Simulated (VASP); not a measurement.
Bulk modulus of rock-salt alkali halides: r2SCAN against PBE

VASP (plane waves, PAW); cells keep the symmetry of their structure type. Static lattice, from a third-order Birch-Murnaghan fit over five volumes at each level.

Here x stands for PBE B0 and y for r2SCAN B0.

| solid | PBE B0 (GPa) | r2SCAN B0 (GPa) | cut-off (eV) |
|---|---|---|---|
| KI | 10.6 | ? | 520 |
| RbBr | 11.8 | 14.0 | 520 |
| KBr | 13.4 | 16.0 | 520 |
| KCl | 16.2 | 19.3 | 520 |
| KF | 28.9 | 35.1 | 520 |
| LiCl | 31.8 | 37.8 | 520 |
| LiF | 67.5 | 83.3 | 520 |

Question: Fit y against x with a straight line, and predict the withheld value at x = 10.6.

Answer: With u = x - 28, the rows have u = -16.200, -14.600, -11.800, 0.900, 3.800, 39.500. Means: u 0.26667, y 34.25. About the means, the sum of products is 2722.6 and the sum of squares of u is 2189.9; the slope is their ratio. Least squares gives y = 33.92 + 1.2433·u. Residuals (row less fit): 0.22, 0.23, 0.05, 0.06, -0.84, 0.27; standard error 0.47 (degrees of freedom: 4). The slope is 1.24 with a standard error of 0.010. At the withheld row, u = -17.400, so y = 33.92 + 1.2433 × (-17.400) = 12.29 GPa. The calculation gives 12.4 GPa, 0.11 GPa above the prediction (0.2 % of the range of y in the table). The row lies outside the fitted rows, so this is an extrapolation. From the scatter of the fitted rows alone, a prediction at this place has a standard error of 0.54 GPa, so the miss is 0.2 times that.

The rows are a random draw from the solids of this series computed here; series whose standard error about the line passes 12 to 30 % of the range of y, or with no trend, aren't shown in this form.
